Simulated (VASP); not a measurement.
Wanted: the native input for a VASP 6.6.1 run.

- Task: single point
- Functional: PBE
- Potentials or basis: VASP PAW PBE potentials, release 64 (H, Li_sv, O, Ni)
- Cutoff: 520 eV
- k mesh: 5 × 4 × 4, shifted
- Occupations: gaussian, width 0.1402 eV
- Spin: no spin polarisation
- Dipole correction: no
- Further INCAR settings: ALGO = Fast; EDIFF = 1e-06; NBANDS = 45

The structure of Li2NiH2O8 lies in POSCAR:

```
Li2NiH2O8
1.0
    4.6542960000     -0.0501640000     -0.0362940000
   -2.3350490000      5.0242640000      0.2561790000
    0.0806820000      2.4142680000      5.2050270000
H Li O Ni
2 2 8 1
Direct
    0.2889600000      0.5469020000      0.6427540000
    0.7245720000      0.4486320000      0.3535380000
    0.9991870000      0.0571820000      0.2563900000
    0.9877230000      0.9282520000      0.7119600000
    0.9679240000      0.2568370000      0.9261520000
    0.0395100000      0.7761180000      0.0526060000
    0.5050020000      0.7536150000      0.7955010000
    0.4553350000      0.2228150000      0.2124020000
    0.5405890000      0.7061040000      0.3426410000
    0.4757700000      0.2764390000      0.6941710000
    0.0470250000      0.7112760000      0.5472810000
    0.9534830000      0.2585780000      0.4707450000
    0.4833160000      0.9931530000      0.9715270000
```

The cell was built by a generator and needn't be a form met in nature.

The input as run:

INCAR

```
PREC = Accurate
ENCUT = 520
EDIFF = 1E-6
ISMEAR = 0
SIGMA = 0.1402
LREAL = False
LASPH = True
NELM = 100
ALGO = Fast
ISIF = 2
LWAVE = False
LCHARG = False
GGA = PE
NBANDS = 45
```

KPOINTS

```
Automatic mesh
0
Gamma
  5 4 4
  0.5 0 0
```

Potentials or basis: VASP PAW PBE potentials, release 64 (H, Li_sv, O, Ni).

Command:

```bash
$ cat potpaw_PBE.64/H/POTCAR potpaw_PBE.64/Li_sv/POTCAR potpaw_PBE.64/O/POTCAR potpaw_PBE.64/Ni/POTCAR > POTCAR
$ mpirun -np 1 vasp_std > vasp.out
```

Results of the run:

The largest force is 2.071 eV/Å. The band gap on the k mesh is none (metal or under the smearing width).

Caveat: the run has no spin polarisation, though such a crystal can be magnetic; semilocal functionals often make such compounds metallic where correlation or magnetic order opens a gap, which also shifts bond lengths; forces of over 1 eV/Å show positions far from the minimum, so gaps and moduli don't describe the material at rest.

Wall time 9.6 min on 1 thread of Intel(R) Xeon(R) Platinum 8488C (Sapphire Rapids), on a shared host, peak memory 0.37 GiB.
